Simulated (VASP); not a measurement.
# CuGe23 (a cell with a defect) in VASP: notebook, part 2 of 2

VASP 6.6.1. The steps go on from the part before.

### Step 4. Single point, PBEsol+U, collinear spin, ferromagnetic start

The input, INCAR:

```
  PREC = Accurate
  ENCUT = 350
  EDIFF = 1E-5
  ISMEAR = 0
  SIGMA = 0.03
  LREAL = Auto
  LASPH = True
  NELM = 120
  ALGO = Normal
  ISIF = 2
  LWAVE = False
  LCHARG = False
  ISPIN = 2
  MAGMOM = 1 0 0 0 0 0 0 0 0 0 0 0 0 0 0 0 0 0 0 0 0 0 0 0
  LORBIT = 11
  NUPDOWN = 1
  LMAXMIX = 4
  LDAU = True
  LDAUTYPE = 2
  LDAUL = 2 -1
  LDAUU = 7 0
  LDAUJ = 0 0
  LDAUPRINT = 1
  GGA = PS
  NBANDS = 188
  ISYM = 0
  KPAR = 2
```

The input, KPOINTS:

```
regular mesh
0
Gamma
  2 2 2
```

The input, POSCAR:

```
CuGe23                                  
1.0
    0.0000000000      8.4863100000      8.4863100000
    5.6575400000      0.0000000000      5.6575400000
    5.6575400000      5.6575400000      0.0000000000
  Cu              Ge            
     1    23
Direct
     0.9975885057383558    0.0013200685922140    0.9991280336280843
     0.9999860719699637    0.0006483010443490    0.4968557468699569
     0.0004226171049755    0.4995243673222325    0.9998479485426147
     0.0007616004037040    0.4974933444133866    0.4982412174324709
     0.3294392615590904    0.0003952183630336    0.0023392596448724
     0.3301846305990067    0.0020676925414540    0.4986163870810476
     0.3299877976388140    0.5000569470556299    0.0039081285662645
     0.3318779222518918    0.4994417443461341    0.5030427555236633
     0.6665127937435201    0.0020466488884931    0.0014577597504498
     0.6645821872244140    0.0002697656708981    0.4956167564512002
     0.6655578909820459    0.4952908992776150    0.0043027721570324
     0.6666571921308820    0.4975290225321957    0.5013575018776794
     0.0802317935514073    0.1207650428035194    0.1183086552049346
     0.0811984510160646    0.1176761655732531    0.6378190129611019
     0.0809625248997484    0.6399129858558619    0.1184406579110330
     0.0812181766065352    0.6257101175833726    0.6248644613144700
     0.4174685346694106    0.1243202505818880    0.1228142527439778
     0.4153098789488016    0.1235380960699303    0.6267008647441503
     0.4162965024731935    0.6245922492800574    0.1271790318420155
     0.4168562531230151    0.6252564259655907    0.6270280456866155
     0.7615628788488668    0.1192373275421511    0.1194712668311576
     0.7493558685217689    0.1213515653358980    0.6250331925138043
     0.7498165190151050    0.6256176108806440    0.1251031555602753
     0.7503291469794167    0.6235441424802185    0.6273751351611276
```

Potentials or basis: VASP PAW PBE potentials, release 64 (Cu, Ge_d).

Command:

```sh
$ cat potpaw_PBE.64/Cu/POTCAR potpaw_PBE.64/Ge_d/POTCAR > POTCAR
$ mpirun -np 4 vasp_std > vasp.out
```

OUTCAR:

```text
PREC = Accurate
   ENCUT = 350
   EDIFF = 1E-5
   ISMEAR = 0
   LREAL = Auto
   LASPH = True
   NELM = 120
   ISIF = 2
   ISPIN = 2
   LORBIT = 11
   NUPDOWN = 1
   GGA = PS
   ISYM = 0

 ion  position               nearest neighbor table
   1  0.998  0.001  0.999-  21 2.31  14 2.36  15 2.36  13 2.37
   2  1.000  0.001  0.497-  16 2.45  22 2.46  13 2.47  14 2.48
   3  0.000  0.500  1.000-  16 2.45  23 2.46  13 2.48  15 2.48
   4  0.001  0.497  0.498-  16 2.45  24 2.45  14 2.48  15 2.48
   5  0.329  0.000  0.002-  13 2.44  18 2.45  19 2.46  17 2.46
   6  0.330  0.002  0.499-  14 2.44  17 2.46  20 2.46  18 2.46
[... 16 lines left out ...]
  23  0.750  0.626  0.125-   3 2.46  12 2.46   9 2.46  11 2.47
  24  0.750  0.624  0.627-   4 2.45  10 2.46  11 2.46  12 2.47

IMPORTANT INFORMATION: All symmetrisations will be switched off!
NOSYMM: (Re-)initialisation of all symmetry stuff for point group C_1.

----------------------------------------------------------------------------------------

                                     Primitive cell

  volume of cell :     543.2555

  direct lattice vectors                    reciprocal lattice vectors
     0.000000000  8.486310000  8.486310000    -0.058918423  0.058918423  0.058918423
     5.657540000  0.000000000  5.657540000     0.088377634 -0.088377634  0.088377634
     5.657540000  5.657540000  0.000000000     0.088377634  0.088377634 -0.088377634

  length of vectors
    12.001454697  8.000969798  8.000969798     0.102049702  0.153074553  0.153074553

  position of ions in fractional coordinates (direct lattice)
     0.997588506  0.001320069  0.999128034
     0.999986072  0.000648301  0.496855747
     0.000422617  0.499524367  0.999847949
     0.000761600  0.497493344  0.498241217
     0.329439262  0.000395218  0.002339260
     0.330184631  0.002067693  0.498616387
[... 16 lines left out ...]
     0.749816519  0.625617611  0.125103156
     0.750329147  0.623544142  0.627375135

  ion indices of the primitive-cell ions
   primitive index   ion index
                 1           1
                 2           2
                 3           3
                 4           4
                 5           5
                 6           6
[... 16 lines left out ...]
                23          23
                24          24

----------------------------------------------------------------------------------------

 KPOINTS: regular mesh

Automatic generation of k-mesh.
 Grid dimensions read from file:
 generate k-points for:    2    2    2

 Generating k-lattice:

  Cartesian coordinates                     Fractional coordinates (reciprocal lattice)
    -0.029459211  0.029459211  0.029459211     0.500000000  0.000000000  0.000000000
     0.044188817 -0.044188817  0.044188817     0.000000000  0.500000000  0.000000000
[... 107 lines left out ...]
  o =  0.9268  v =  0.0000  0.0000  0.0000  0.0000  0.0000  0.7381  0.0950  0.0682 -0.6631  0.0430      0.0000  0.0000  0.0000  0.0000  0.0000  0.0000  0.0000  0.0000  0.0000  0.0000
  o =  0.9354  v =  0.4324  0.7178  0.0161  0.5444 -0.0331  0.0000  0.0000  0.0000  0.0000  0.0000      0.0000  0.0000  0.0000  0.0000  0.0000  0.0000  0.0000  0.0000  0.0000  0.0000
  o =  0.9359  v = -0.7414 -0.0579 -0.0595  0.6643 -0.0453  0.0000  0.0000  0.0000  0.0000  0.0000      0.0000  0.0000  0.0000  0.0000  0.0000  0.0000  0.0000  0.0000  0.0000  0.0000
  o =  0.9364  v =  0.0000  0.0000  0.0000  0.0000  0.0000  0.5749 -0.6003 -0.0284  0.5537  0.0417      0.0000  0.0000  0.0000  0.0000  0.0000  0.0000  0.0000  0.0000  0.0000  0.0000
  o =  0.9460  v =  0.4784 -0.6633  0.1718  0.4724 -0.2802  0.0000  0.0000  0.0000  0.0000  0.0000      0.0000  0.0000  0.0000  0.0000  0.0000  0.0000  0.0000  0.0000  0.0000  0.0000
  o =  0.9468  v = -0.1719  0.2029  0.4150 -0.1948 -0.8480  0.0000  0.0000  0.0000  0.0000  0.0000      0.0000  0.0000  0.0000  0.0000  0.0000  0.0000  0.0000  0.0000  0.0000  0.0000
  o =  0.9469  v = -0.0695  0.0165  0.8913  0.0342  0.4464  0.0000  0.0000  0.0000  0.0000  0.0000      0.0000  0.0000  0.0000  0.0000  0.0000  0.0000  0.0000  0.0000  0.0000  0.0000
  o =  0.9476  v =  0.0000  0.0000  0.0000  0.0000  0.0000  0.0133 -0.0765  0.4566 -0.0066 -0.8862      0.0000  0.0000  0.0000  0.0000  0.0000  0.0000  0.0000  0.0000  0.0000  0.0000
  o =  0.9477  v =  0.0000  0.0000  0.0000  0.0000  0.0000 -0.0555 -0.0105  0.8862  0.0574  0.4563      0.0000  0.0000  0.0000  0.0000  0.0000  0.0000  0.0000  0.0000  0.0000  0.0000

 number of electron     333.0000068 magnetization       1.0000000

 Free energy of the ion-electron system (eV)
  ---------------------------------------------------
  ext. energy  EPLUGINS =         0.00000000
  ---------------------------------------------------
  free energy    TOTEN  =      -112.98477458 eV

  energy without entropy =     -112.98285955  energy(sigma->0) =     -112.98381706

 E-fermi :   4.2343     XC(G=0): -10.0978

 val. band max:        4.5769098871   @ k =   0.5000   0.0000   0.5000
 cond. band min:       4.2499116240   @ k =   0.0000   0.0000   0.0000
 fundamental gap:     -0.3269982631
 Fermi energy:         4.6384789111

 spin component 1

 k-point     1 :       0.0000    0.0000    0.0000
  band No.  band energies     occupation
      1     -20.1107      1.00000
      2     -20.1035      1.00000
      3     -20.1033      1.00000
      4     -20.0991      1.00000
      5     -20.0959      1.00000
      6     -20.0957      1.00000
[... 1437 lines left out ...]
    177       6.8861      0.00000
    178       7.5474      0.00000
 Fermi energy:         4.2343490655

 spin component 2

 k-point     1 :       0.0000    0.0000    0.0000
  band No.  band energies     occupation
      1     -20.1073      1.00000
      2     -20.0985      1.00000
      3     -20.0977      1.00000
      4     -20.0935      1.00000
      5     -20.0922      1.00000
      6     -20.0921      1.00000
[... 1437 lines left out ...]
    177       6.9221      0.00000
    178       7.5771      0.00000
 [bands above 178 left out]

------------------------ aborting loop because EDIFF is reached ----------------------------------------

  FORCE on cell =-STRESS in cart. coord.  units (eV):
  Direction    XX          YY          ZZ          XY          YZ          ZX
  --------------------------------------------------------------------------------------
  -------------------------------------------------------------------------------------
  Total       -0.9440028     -1.1285558     -1.0832571     -0.7325543     -0.1449080     -0.7467658
  in kB       -2.7840672     -3.3283538     -3.1947581     -2.1604602     -0.4273648     -2.2023727
  external PRESSURE =      -3.1023931 kB  Pullay stress =       0.0000000 kB

 VOLUME and BASIS-vectors are now :
 -----------------------------------------------------------------------------
  energy-cutoff  :      350.00
  volume of cell :      543.26
      direct lattice vectors                 reciprocal lattice vectors
     0.000000000  8.486310000  8.486310000    -0.058918423  0.058918423  0.058918423
     5.657540000  0.000000000  5.657540000     0.088377634 -0.088377634  0.088377634
     5.657540000  5.657540000  0.000000000     0.088377634  0.088377634 -0.088377634

 POSITION                                       TOTAL-FORCE (eV/Angst)
 -----------------------------------------------------------------------------------
      5.66008     14.11845      8.47331        -0.013668      0.012773      0.003632
      2.81465     11.29717      8.48986         0.014239      0.009332      0.001386
      8.48276      5.66027      2.82967         0.004873      0.010572     -0.007729
      5.63341      2.82528      2.82105         0.001100     -0.004008     -0.001231
      0.01547      2.80896      2.79796         0.006352     -0.008993     -0.001840
      2.83264      5.62299      2.81375        -0.002962      0.005976     -0.006366
[... 16 lines left out ...]
      4.24723      7.07095      9.90263        -0.017746     -0.017728     -0.002594
      7.07713      9.91693      9.89525         0.010044     -0.005644      0.005309
 -----------------------------------------------------------------------------------
    total drift:                               -0.000429      0.008003      0.000008

  FREE ENERGIE OF THE ION-ELECTRON SYSTEM (eV)
  ---------------------------------------------------
  free  energy   TOTEN  =      -112.9847745759 eV

  energy  without entropy=     -112.9828595482  energy(sigma->0) =     -112.98381706

 total charge

# of ion       s       p       d       tot
------------------------------------------
    1        0.479   0.378   9.373  10.230
    2        1.130   1.236  10.019  12.385
    3        1.130   1.235  10.019  12.384
    4        1.130   1.233  10.018  12.381
    5        1.128   1.259  10.020  12.407
    6        1.124   1.259  10.020  12.403
[... 16 lines left out ...]
   23        1.121   1.257  10.019  12.397
   24        1.119   1.257  10.019  12.395
--------------------------------------------------
tot         26.459  28.947 239.826 295.231

 magnetization (x)

# of ion       s       p       d       tot
------------------------------------------
    1        0.000   0.043   0.026   0.069
    2       -0.000   0.013   0.001   0.015
    3        0.000   0.013   0.001   0.015
    4       -0.000   0.011   0.001   0.012
    5        0.000   0.025   0.002   0.027
    6        0.000   0.020   0.002   0.022
[... 16 lines left out ...]
   23        0.000   0.019   0.001   0.020
   24        0.000   0.019   0.001   0.021
--------------------------------------------------
tot          0.019   0.554   0.067   0.640
```

It took 5.8 min on 4 MPI ranks of Intel Xeon 6975P-C (Granite Rapids), shared host; peak memory 0.58 GiB.

What came out:

- Free energy: -112.9848 eV
- Largest force: 0.029 eV/Å
- Net moment: 1.00 μB per cell
- Site moments: Cu +0.07; Ge +0.01, +0.03, +0.02, +0.06, -0.00 μB
- Valence electrons inside the program's atomic spheres: Cu 10.23; Ge 12.38, 12.41, 12.40, 12.39, 12.35

Forces in eV/Å, atoms in the order of the input:
```
Cu  -0.014  0.013  0.004
Ge   0.014  0.009  0.001
Ge   0.005  0.011 -0.008
Ge   0.001 -0.004 -0.001
Ge   0.006 -0.009 -0.002
Ge  -0.003  0.006 -0.006
Ge  -0.026 -0.006  0.001
Ge  -0.003 -0.027 -0.009
Ge   0.003  0.007  0.001
Ge   0.020 -0.005  0.019
Ge  -0.002 -0.014 -0.019
Ge  -0.014 -0.008  0.008
Ge   0.021  0.003 -0.006
Ge  -0.001 -0.003  0.017
Ge  -0.011  0.015 -0.004
Ge   0.004  0.006 -0.005
Ge   0.000  0.020 -0.002
Ge   0.009 -0.001  0.003
Ge   0.014 -0.021  0.000
Ge  -0.026 -0.003 -0.003
Ge   0.000  0.019  0.004
Ge   0.010  0.014  0.006
Ge  -0.018 -0.018 -0.003
Ge   0.010 -0.006  0.005
```

Eigenvalues of the final occupation matrices:
```
    site  spin  trace               eigenvalues
site 1 d     1   4.71  0.94 0.94 0.95 0.95 0.95
site 1 d     2   4.69  0.93 0.93 0.94 0.95 0.95
```

Caveat: the k mesh is coarse (spacing up to 0.48 Å⁻¹), so the values aren't converged; the cutoff is under 1.25 times the usual one of these potentials, so pressure, stress and relaxed cells hold a basis-set (Pulay) error; the PAW data sets were made with another functional, which shifts forces and pressure a little; the total moment is fixed, so each spin has its own Fermi level; the U is typed as a test and isn't derived for this compound.

### Step 5. Overview

| task | U | fixed moment (μB) | cell | moment (μB) | largest force (eV/Å) |
| --- | --- | --- | --- | --- | --- |
| relaxation of the atoms | Cu d U = 5 eV | 1 | atoms relaxed from: atoms moved at random, drawn with an rms of 0.05 Å | 1.00 | 0.02 |
| single point | Cu d U = 5 eV | - | as given | 0.06 | 0.22 |
| single point | Cu d U = 7 eV | 1 | as given | 1.00 | 0.03 |

Alike in all rows: level PBEsol+U; potentials or basis VASP PAW PBE potentials, release 64 (Cu, Ge_d); spin collinear, ferromagnetic start; k mesh 2 × 2 × 2; cutoff (eV) 350; smearing gaussian 0.03 eV; the mesh is coarse, so values aren't converged.

Caveats: all runs use coarse meshes; the cutoff is under 1.25 times the usual one of these potentials, so pressure, stress and relaxed cells hold a basis-set (Pulay) error; the PAW data sets were made with another functional, which shifts forces and pressure a little; the U is typed as a test and isn't derived for this compound; the total moment is fixed, so each spin has its own Fermi level (some runs).

Total energies depend on the potentials used, so only differences within one code and one set of settings carry meaning.
